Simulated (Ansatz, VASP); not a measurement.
# Fe (Fe wire along [100], 13 atoms a period) in two plane-wave programs, part 2 of 3

Wanted: the spread between two codes on one cell, functional and k mesh. Of the first pair: The structure shown is the start of the Ansatz relaxation below; VASP solves that cell, so the two are compared at the walk's first step.

VASP 6.6.1 and Ansatz 0.2.0.

So far: The structure; Ansatz: relaxation, PBE.

## Step 3: VASP: single point, PBE, start cell, pair 1

Level of this step: PBE, spin-polarised from a ferromagnetic start; plane waves and PAW (Fe) (VASP).

The same cell, functional, mesh and smearing now go to VASP, with its own data sets.

Lines of VASP's logs that name or quote its potential files are left out, and so is its time.

Input file INCAR:

```
SYSTEM = Fe
PREC = Accurate
ENCUT = 520
EDIFF = 1E-06
NELM = 200
ISMEAR = -1
SIGMA = 0.05
LREAL = .FALSE.
ALGO = Normal
GGA = PE
NBANDS = 91
ISPIN = 2
MAGMOM = 2.82 2.95 2.82 2.95 2.08 2.95 2.82 2.95 2.82 2.14 2.14 2.14 2.14
LASPH = .TRUE.
LMAXMIX = 4
LORBIT = 11
LWAVE = .FALSE.
LCHARG = .FALSE.
ISIF = 2
GGA_COMPAT = .FALSE.
KPAR = 4
```

Input file POSCAR:

```
Fe
1.0
   12.4600000000      0.0000000000      0.0000000000
    0.0000000000     12.4600000000      0.0000000000
    0.0000000000      0.0000000000      2.8300000000
Fe
13
Direct
    0.2728731942      0.2728731942      0.0000000000
    0.2728731942      0.5000000000      0.0000000000
    0.2728731942      0.7271268058      0.0000000000
    0.5000000000      0.2728731942      0.0000000000
    0.5000000000      0.5000000000      0.0000000000
    0.5000000000      0.7271268058      0.0000000000
    0.7271268058      0.2728731942      0.0000000000
    0.7271268058      0.5000000000      0.0000000000
    0.7271268058      0.7271268058      0.0000000000
    0.3864365971      0.3864365971      0.5000000000
    0.3864365971      0.6135634029      0.5000000000
    0.6135634029      0.3864365971      0.5000000000
    0.6135634029      0.6135634029      0.5000000000
```

Input file KPOINTS:

```
Automatic mesh
0
Gamma
1 1 29
0 0 0
```

The projector-augmented-wave data sets are Fe (PBE family, release 64).

The run is started by

```console
> mpirun -np 4 vasp_std
```

Numbers of over 12 decimals in the logs are rounded to 6 here.

The log of the run:

```text
[banner, memory and clock lines left out]
running    4 mpi-ranks, on    1 nodes
 distrk:  each k-point on    1 cores,    4 groups
 distr:  one band on    1 cores,    1 groups

 POSCAR found type information on POSCAR Fe
 POSCAR found :  1 types and      13 ions
 LDA part: xc-table for (Slater+PW92), standard interpolation
 POSCAR, INCAR and KPOINTS ok, starting setup
 FFT: planning ... GRIDC
 FFT: planning ... GRID_SOFT
 FFT: planning ... GRID
 WAVECAR not read
 entering main loop
       N       E                     dE             d eps       ncg     rms          rms(c)
DAV:   1     0.818445337401E+03    0.81845E+03   -0.40297E+04  5460   0.110E+03
DAV:   2    -0.457874391756E+02   -0.86423E+03   -0.79108E+03  5460   0.276E+02
DAV:   3    -0.105654525651E+03   -0.59867E+02   -0.52435E+02  5781   0.106E+02
DAV:   4    -0.107349485859E+03   -0.16950E+01   -0.16725E+01  6048   0.192E+01
DAV:   5    -0.107377679443E+03   -0.28194E-01   -0.28161E-01  6136   0.202E+00    0.421E+01
DAV:   6    -0.246652893400E+03   -0.13928E+03   -0.18351E+02  9328   0.207E+02    0.145E+02
DAV:   7    -0.992969196704E+02    0.14736E+03   -0.10838E+02  7788   0.832E+01    0.377E+01
DAV:   8    -0.107121540026E+03   -0.78246E+01   -0.47454E+01  7616   0.849E+01    0.597E+01
DAV:   9    -0.927753454509E+02    0.14346E+02   -0.23469E+01  7649   0.515E+01    0.133E+01
DAV:  10    -0.940795868010E+02   -0.13042E+01   -0.56378E+00  7169   0.215E+01    0.156E+01
DAV:  11    -0.940260593090E+02    0.53527E-01   -0.19432E+00  6253   0.144E+01    0.109E+01
DAV:  12    -0.940166112960E+02    0.94480E-02   -0.10414E+00  7406   0.137E+01    0.928E+00
DAV:  13    -0.937341978130E+02    0.28241E+00   -0.50477E-01  6589   0.980E+00    0.488E+00
DAV:  14    -0.937334929717E+02    0.70484E-03   -0.15324E-01  7071   0.438E+00    0.336E+00
[...]
DAV:  21    -0.938536311718E+02   -0.11554E-01   -0.11612E-02  5564   0.174E-01    0.960E-02
DAV:  22    -0.938537452654E+02   -0.11409E-03   -0.14985E-03  6152   0.134E-01    0.397E-02
DAV:  23    -0.938537661462E+02   -0.20881E-04   -0.65854E-05  6345   0.507E-02    0.321E-02
DAV:  24    -0.938537655358E+02    0.61039E-06   -0.16883E-05  6372   0.367E-02    0.196E-02
DAV:  25    -0.938537615317E+02    0.40040E-05   -0.66522E-06  5850   0.241E-02    0.137E-02
DAV:  26    -0.938537595406E+02    0.19911E-05   -0.20756E-06  4748   0.101E-02    0.916E-03
DAV:  27    -0.938537573242E+02    0.22164E-05   -0.12881E-06  4376   0.861E-03    0.475E-03
DAV:  28    -0.938537570625E+02    0.26167E-06   -0.46363E-07  3887   0.404E-03
   1 F= -.93853757E+02 E0= -.93789643E+02  d E =-.128228E+00  mag=    36.6710
```

OUTCAR, selected parts (step 3):

```text
ion  position               nearest neighbor table
   1  0.273  0.273  0.000-  10 2.45  10 2.45   2 2.83   4 2.83
   2  0.273  0.500  0.000-  10 2.45  11 2.45  10 2.45  11 2.45   3 2.83   5 2.83   1 2.83
   3  0.273  0.727  0.000-  11 2.45  11 2.45   2 2.83   6 2.83
   4  0.500  0.273  0.000-  10 2.45  12 2.45  10 2.45  12 2.45   5 2.83   7 2.83   1 2.83
   5  0.500  0.500  0.000-  10 2.45  11 2.45  12 2.45  13 2.45  10 2.45  11 2.45  12 2.45  13 2.45
                             2 2.83   4 2.83   6 2.83   8 2.83
   6  0.500  0.727  0.000-  11 2.45  13 2.45  11 2.45  13 2.45   5 2.83   9 2.83   3 2.83
   7  0.727  0.273  0.000-  12 2.45  12 2.45   4 2.83   8 2.83
   8  0.727  0.500  0.000-  12 2.45  13 2.45  12 2.45  13 2.45   7 2.83   9 2.83   5 2.83
   9  0.727  0.727  0.000-  13 2.45  13 2.45   6 2.83   8 2.83
  10  0.386  0.386  0.500-   1 2.45   2 2.45   4 2.45   5 2.45   1 2.45   2 2.45   4 2.45   5 2.45
                            11 2.83  12 2.83
  11  0.386  0.614  0.500-   2 2.45   3 2.45   5 2.45   6 2.45   2 2.45   3 2.45   5 2.45   6 2.45
                            10 2.83  13 2.83
  12  0.614  0.386  0.500-   4 2.45   5 2.45   7 2.45   8 2.45   4 2.45   5 2.45   7 2.45   8 2.45
                            10 2.83  13 2.83
  13  0.614  0.614  0.500-   5 2.45   6 2.45   8 2.45   9 2.45   5 2.45   6 2.45   8 2.45   9 2.45
                            11 2.83  12 2.83

  LATTYP: Found a simple tetragonal cell.
 ALAT       =    12.4600000000
 C/A-ratio  =     0.2271268058

 Subroutine GETGRP returns: Found 16 space group operations
 (whereof 16 operations were pure point group operations)

The static configuration has the point symmetry D_4h.

 Found     15 irreducible k-points:

   k-points           NKPTS =     15   k-points in BZ     NKDIM =     15   number of bands    NBANDS=     91

   dimension x,y,z NGX =    96 NGY =   96 NGZ =   24
   dimension x,y,z NGXF=   192 NGYF=  192 NGZF=   48

   ENCUT  =  520.0 eV  38.22 Ry    6.18 a.u.  23.17 23.17  5.26*2*pi/ulx,y,z

   NELECT =     104.0000    total number of electrons

 k-points in reciprocal lattice and weights: Automatic mesh
   0.00000000  0.00000000  0.00000000       0.034
   0.00000000  0.00000000  0.03448276       0.069
   0.00000000  0.00000000  0.06896552       0.069
   0.00000000  0.00000000  0.10344828       0.069
   0.00000000  0.00000000  0.13793103       0.069
   0.00000000  0.00000000  0.17241379       0.069
   0.00000000  0.00000000  0.20689655       0.069
   0.00000000  0.00000000  0.24137931       0.069
   0.00000000  0.00000000  0.27586207       0.069
[...]
0.00000000  0.00000000  0.44827586       0.069
   0.00000000  0.00000000  0.48275862       0.069

 average (electrostatic) potential at core
       1 -49.7379       2 -49.6954       3 -49.7379       4 -49.6954       5 -49.3850
       6 -49.6954       7 -49.7379       8 -49.6954       9 -49.7379      10 -49.2837
      11 -49.2837      12 -49.2837      13 -49.2837

 E-fermi :  -0.2355

 spin component 1
 k-point     1 :       0.0000    0.0000    0.0000
  band No.  band energies     occupation
    ...
     69      -0.7947      0.99999
     70      -0.7947      0.99999
     71      -0.6229      0.99957
     72      -0.3390      0.88804
     73      -0.3390      0.88804
     74       0.2694      0.00004
     75       0.2933      0.00003
     76       0.2933      0.00003
     77       0.5463      0.00000
     78       1.1831      0.00000
    ...

 k-point     2 :       0.0000    0.0000    0.0345
  band No.  band energies     occupation
    ...
     69      -0.7859      0.99998
     70      -0.7859      0.99998
     71      -0.6361      0.99967
     72      -0.3634      0.92807
     73      -0.3634      0.92807
     74       0.3125      0.00002
     75       0.3147      0.00002
     76       0.3147      0.00002
     77       0.5933      0.00000
     78       1.2206      0.00000
    ...

 k-point     3 :       0.0000    0.0000    0.0690
  band No.  band energies     occupation
    ...
     69      -0.7636      0.99997
     70      -0.7636      0.99997
     71      -0.6722      0.99984
     72      -0.4111      0.97103
     73      -0.4111      0.97103
     74       0.3775      0.00000
     75       0.3775      0.00000
     76       0.4335      0.00000
     77       0.7252      0.00000
     78       1.3291      0.00000
    ...

 k-point     4 :       0.0000    0.0000    0.1034
  band No.  band energies     occupation
    ...
     69      -0.7595      0.99997
     70      -0.7595      0.99997
     71      -0.7226      0.99994
     72      -0.4116      0.97130
     73      -0.4116      0.97130
     74       0.4799      0.00000
     75       0.4799      0.00000
     76       0.6145      0.00000
     77       0.9226      0.00000
     78       1.4994      0.00000
    ...

 k-point     5 :       0.0000    0.0000    0.1379
  band No.  band energies     occupation
    ...
     69      -0.8045      0.99999
     70      -0.7786      0.99998
     71      -0.7500      0.99997
     72      -0.3104      0.81721
     73      -0.3104      0.81721
     74       0.6204      0.00000
     75       0.6204      0.00000
     76       0.8400      0.00000
     77       1.1670      0.00000
     78       1.7214      0.00000
    ...

 k-point     6 :       0.0000    0.0000    0.1724
  band No.  band energies     occupation
    ...
     67      -0.9928      1.00000
     68      -0.8624      1.00000
     69      -0.8624      1.00000
     70      -0.8338      0.99999
     71      -0.7039      0.99991
     72      -0.1357      0.11968
     73      -0.1357      0.11968
     74       0.7969      0.00000
     75       0.7969      0.00000
     76       1.1001      0.00000
    ...

  Total       -7.1384157     -7.1384157     -9.8056344      0.0000000      0.0000000      0.0000000
  in kB      -26.0309426    -26.0309426    -35.7572209      0.0000000      0.0000000      0.0000000
  external PRESSURE =     -29.2730354 kB  Pullay stress =       0.0000000 kB

  energy-cutoff  :      520.00
  volume of cell :      439.36
      direct lattice vectors                 reciprocal lattice vectors
    12.460000000  0.000000000  0.000000000     0.080256822  0.000000000  0.000000000
     0.000000000 12.460000000  0.000000000     0.000000000  0.080256822  0.000000000
     0.000000000  0.000000000  2.830000000     0.000000000  0.000000000  0.353356890

 POSITION                                       TOTAL-FORCE (eV/Angst)
 -----------------------------------------------------------------------------------
      3.40000      3.40000      0.00000         0.872350      0.872350     -0.000000
      3.40000      6.23000      0.00000        -0.018070      0.000000      0.000000
      3.40000      9.06000      0.00000         0.872350     -0.872350      0.000000
      6.23000      3.40000      0.00000        -0.000000     -0.018070     -0.000000
      6.23000      6.23000      0.00000        -0.000000      0.000000      0.000000
      6.23000      9.06000      0.00000        -0.000000      0.018070     -0.000000
      9.06000      3.40000      0.00000        -0.872350      0.872350     -0.000000
      9.06000      6.23000      0.00000         0.018070      0.000000     -0.000000
      9.06000      9.06000      0.00000        -0.872350     -0.872350      0.000000
      4.81500      4.81500      1.41500        -0.524624     -0.524624      0.000000
      4.81500      7.64500      1.41500        -0.524624      0.524624      0.000000
      7.64500      4.81500      1.41500         0.524624     -0.524624     -0.000000
      7.64500      7.64500      1.41500         0.524624      0.524624      0.000000
 -----------------------------------------------------------------------------------
    total drift:                                0.000000      0.000000     -0.000000

  FREE ENERGIE OF THE ION-ELECTRON SYSTEM (eV)
  ---------------------------------------------------
  free  energy   TOTEN  =       -93.8537570625 eV

  energy  without entropy=      -93.7255292013  energy(sigma->0) =      -93.78964313

 total charge
# of ion       s       p       d       tot
------------------------------------------
    1        0.442   0.207   6.120   6.768
    2        0.451   0.331   6.142   6.924
    3        0.442   0.207   6.120   6.768
    4        0.451   0.331   6.142   6.924
    5        0.489   0.532   6.252   7.272
    6        0.451   0.331   6.142   6.924
    7        0.442   0.207   6.120   6.768
    8        0.451   0.331   6.142   6.924
    9        0.442   0.207   6.120   6.768
   10        0.479   0.513   6.280   7.272
   11        0.479   0.513   6.280   7.272
   12        0.479   0.513   6.280   7.272
   13        0.479   0.513   6.280   7.272
--------------------------------------------------
tot          5.975   4.733  80.422  91.130

 magnetization (x)
# of ion       s       p       d       tot
------------------------------------------
    1        0.025   0.010   3.032   3.068
    2        0.006  -0.021   2.962   2.947
    3        0.025   0.010   3.032   3.068
    4        0.006  -0.021   2.962   2.947
    5       -0.008  -0.055   2.506   2.444
    6        0.006  -0.021   2.962   2.947
    7        0.025   0.010   3.032   3.068
    8        0.006  -0.021   2.962   2.947
    9        0.025   0.010   3.032   3.068
   10       -0.024  -0.058   2.371   2.290
   11       -0.024  -0.058   2.371   2.290
   12       -0.024  -0.058   2.371   2.290
   13       -0.024  -0.058   2.371   2.290
--------------------------------------------------
tot          0.022  -0.328  35.967  35.662

[... 6 further parts left out ...]
```

## Step 4: Side by side

Known differences besides the potentials themselves: VASP starts from the moments at which Ansatz ended; the data sets hold 208 valence electrons in Ansatz (on its PAW soft_1 files) and 104 in VASP; the cutoff is 420 eV in Ansatz and 520 eV in VASP. Total energies have different zeros and are not compared.

Forces on 10 of the 13 atoms, those with the largest forces and the largest differences (eV/Å; atoms numbered as in POSCAR):

```tsv
atom	Ansatz x, y, z	VASP x, y, z
Fe1	0.865, 0.865, 0.000	0.872, 0.872, 0.000
Fe2	-0.030, 0.000, 0.000	-0.018, 0.000, 0.000
Fe3	0.865, -0.865, 0.000	0.872, -0.872, 0.000
Fe4	0.000, -0.030, 0.000	0.000, -0.018, 0.000
Fe7	-0.865, 0.865, 0.000	-0.872, 0.872, 0.000
Fe8	0.030, 0.000, 0.000	0.018, 0.000, 0.000
Fe9	-0.865, -0.865, 0.000	-0.872, -0.872, 0.000
Fe10	-0.520, -0.520, 0.000	-0.525, -0.525, 0.000
Fe11	-0.520, 0.520, 0.000	-0.525, 0.525, 0.000
Fe12	0.520, -0.520, 0.000	0.525, -0.525, 0.000
```

The forces differ by 5.6 meV/Å r.m.s., which is 1.2 % of the r.m.s. force of 0.461 eV/Å (both taken over all components). Moments aren't recorded for both runs of this pair, so they may hold unlike magnetic states.

## Step 5: Ansatz: relaxation, PBE

This run makes the geometry at which the two programs are then compared. The cell compared in this pair holds 427.65 Å³, against 439.36 Å³ for the pair before.

The structure compared here is the end of the Ansatz relaxation.

Input file input.yaml:

```yaml
crystal:
  lattice:
    - [12.46, 0.0, 0.0]
    - [0.0, 12.46, 0.0]
    - [0.0, 0.0, 2.83]
  atoms:
    - { symbol: Fe, position: [0.272873194, 0.272873194, 0.0], spin: 2.4 }
    - { symbol: Fe, position: [0.272873194, 0.5, 0.0], spin: 2.4 }
    - { symbol: Fe, position: [0.272873194, 0.727126806, 0.0], spin: 2.4 }
    - { symbol: Fe, position: [0.5, 0.272873194, 0.0], spin: 2.4 }
    - { symbol: Fe, position: [0.5, 0.5, 0.0], spin: 2.4 }
    - { symbol: Fe, position: [0.5, 0.727126806, 0.0], spin: 2.4 }
    - { symbol: Fe, position: [0.727126806, 0.272873194, 0.0], spin: 2.4 }
    - { symbol: Fe, position: [0.727126806, 0.5, 0.0], spin: 2.4 }
    - { symbol: Fe, position: [0.727126806, 0.727126806, 0.0], spin: 2.4 }
    - { symbol: Fe, position: [0.386436597, 0.386436597, 0.5], spin: 2.4 }
    - { symbol: Fe, position: [0.386436597, 0.613563403, 0.5], spin: 2.4 }
    - { symbol: Fe, position: [0.613563403, 0.386436597, 0.5], spin: 2.4 }
    - { symbol: Fe, position: [0.613563403, 0.613563403, 0.5], spin: 2.4 }
magnetization:
  spin_polarized: true
kpoints:
  mp_grid: { grid: [1, 1, 29] }
scf:
  occupations: { method: fermi_dirac, width: 0.05 }
hamiltonian:
  xc: pbe
  pseudopotentials: { kind: paw, azcp: { folder: soft_1 } }
relax:
  cell: { fix: [a, b, alpha, beta, gamma] }
  max_steps: 45
  f_tol: 0.03
```

The run is started by

```console
> ansatz run input.yaml --threads 4 --pin off --max-ram 16384MiB --backend cpu --events-out ev --progress --plain --runs-dir out
```

The log of the run:

```text
[...]
Crystal: 13 atoms, lattice volume = 439.362 Å³
Basis set: ecut = 420 eV, 8569 PW (Γ), exchange–correlation on 180×180×40 points (8 copies of the dense FFT grid, shifted against one another)
Bands: 144, of which v1, the nominal top of the filled ones, is band 104 counted from 1 (103 counted from 0)
Symmetry: 16 space group operations
[...]
- { symbol: Fe, position: [0.714885, 0.285115, 0] }
    - { symbol: Fe, position: [0.732452, 0.500000, 0] }
    - { symbol: Fe, position: [0.714885, 0.714885, 0] }
    - { symbol: Fe, position: [0.389330, 0.389330, 0.500000] }
    - { symbol: Fe, position: [0.389330, 0.610670, 0.500000] }
    - { symbol: Fe, position: [0.610670, 0.389330, 0.500000] }
    - { symbol: Fe, position: [0.610670, 0.610670, 0.500000] }
[key lines of the parts left out:]
SCF converged after 11 iterations
Magnetization: 35.1604 μB (121.5802 up, 86.4198 down)
Free energy (F): -58233.446219 eV
Fermi energy:    4.177094 eV
P = ⅓ Tr σ = -0.0858 GPa (-0.858 kbar)
```

[end of part 2 of 3]

[Lines on the potential files, build, host, timing and source positions are cut from VASP's logs without a mark.]

[Logs are printed without paths, hosts, clocks, repeated set-up lines and the standing remarks that a program may print on its own settings, such as how far it seeks lower states.]

[Hosts, paths, dates, database ids (printed as entryN), source tags and the programs' standing remarks are cut or masked in the printed files.]
